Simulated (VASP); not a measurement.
Energy against volume of KZnF₃ (cubic perovskite). Level of theory: PBE GGA, VASP's PBE PAW potentials (set 64) (plane waves; VASP).

```tsv
V (Å³/atom)	E (eV/atom)
13.232	-4.05111
13.654	-4.06215
14.077	-4.06639
14.499	-4.06495
14.921	-4.05870
```

**Question.** Fit a third-order Birch-Murnaghan equation of state.

**Answer.** 
The volume per atom is 14.17 Å³/atom and the bulk modulus is 697 kbar. The pressure derivative of the bulk modulus is 4.82. The lattice constant a is 4.138 Å.

The compound is KZnF3 in the cubic perovskite structure. It was relaxed first, which changed the volume by +7 %.
